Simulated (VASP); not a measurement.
Computed with LDA (Ceperley-Alder, Perdew-Zunger), VASP's LDA PAW potentials (set 64) (plane waves; VASP).

VASP ran on this input.

### INCAR
```
ALGO=Normal
EDIFF=1E-8
EDIFFG=-0.001
ENCUT=400
IBRION=1
ISIF=2
ISMEAR=0
LASPH=.True.
LCHARG=.False.
LMAXMIX=4
LREAL=.False.
LWAVE=.False.
NELM=100
NSW=30
PREC=Accurate
SIGMA=0.05
SYSTEM=KI
```

**KPOINTS**
```
Automatic mesh
0
Gamma
6 6 6
0 0 0
```

File POSCAR:
```
KI
1.0
  0.0000000000   3.4131960256   3.4131960256
  3.4131960256   0.0000000000   3.4131960256
  3.4131960256   3.4131960256   0.0000000000
K I
1 1
Cartesian
  0.0000000000   0.0000000000   0.0000000000
  3.4131960256   3.4131960256   3.4131960256
```

POTCAR, in this order: K_sv I (LDA.64 set). Program: vasp_std.

Unless said otherwise, spin-orbit coupling is left out, though it shifts the bands of the heavy elements here.

### Question
Estimate the energy per atom (σ→0), band gap (on the k-mesh).

### Answer

```json
{
  "energy per atom (σ→0)": "-3.083 eV/atom",
  "band gap (on the k-mesh)": "3.87 eV"
}
```

### OSZICAR
```
...
DAV:   8    -0.616615704094E+01    0.27958E-04   -0.15401E-02   464   0.106E+00    0.219E-01
DAV:   9    -0.616612085104E+01    0.36190E-04   -0.46078E-04   504   0.158E-01    0.851E-02
DAV:  10    -0.616615623972E+01   -0.35389E-04   -0.13720E-04   492   0.628E-02    0.639E-02
DAV:  11    -0.616615408854E+01    0.21512E-05   -0.38779E-05   488   0.418E-02    0.484E-03
DAV:  12    -0.616615406801E+01    0.20535E-07   -0.16081E-06   480   0.126E-02    0.214E-03
DAV:  13    -0.616615418670E+01   -0.11869E-06   -0.14444E-07   528   0.329E-03    0.268E-03
DAV:  14    -0.616615419610E+01   -0.94033E-08   -0.11759E-08   380   0.989E-04
   1 F= -.61661542E+01 E0= -.61661542E+01  d E =-.616615E+01
```

The compound is KI in the rock salt structure. It was relaxed first, which changed the volume by -10 %. The start is the result of an earlier pass.
